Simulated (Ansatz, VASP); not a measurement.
# Be2CdS3 in VASP and in Ansatz

```
Be Cd S
1.0
     5.02872    0.00000    0.00000
    -2.51436    4.35500    0.00000
     0.00000    0.00000    5.01527
Be Cd S
2 1 3
Direct
  0.66667 0.33333 0.00000
  0.66667 0.33333 0.50000
  0.00000 0.00000 0.00000
  0.14760 0.85240 0.50000
  0.14760 0.29519 0.50000
  0.70481 0.85240 0.50000
```

Alike in both runs: task single point; functional PBE; k mesh 6 × 6 × 4; occupations gaussian, width 0.1 eV; no spin polarisation.

|  | VASP | Ansatz |
| --- | --- | --- |
| version | VASP 6.6.1 | Ansatz 0.2.0 |
| potentials or method | VASP PAW PBE potentials, release 64 (Be, Cd, S) | scalar-relativistic, plane waves, PAW |
| plane-wave cutoff (eV) | 520 | 420 |
| valence electrons in the cell | 34 | 42 |

Ansatz gave:

| Quantity | Value |
| --- | --- |
| gap on the k mesh at the Fermi level (eV) | none |
| pressure (GPa) | 5.7 |
| largest component of the traceless stress (GPa) | 3.03 |
| rms of the force components (eV/Å) | 0.842 |

Q: Estimate VASP's values.

A: gap on the k mesh at the Fermi level (eV): none; pressure (GPa): 5.7; largest component of the traceless stress (GPa): 2.73; rms of the force components (eV/Å): 0.806.

Atom by atom the forces differ by 0.036 eV/Å (rms over components). A gap of «none» marks a metal or a gap that the smearing closes. The two sets of potentials don't hold the same shells in valence.

Caveats: forces of over 1 eV/Å show positions far from the minimum, so gaps and moduli don't describe the material at rest.
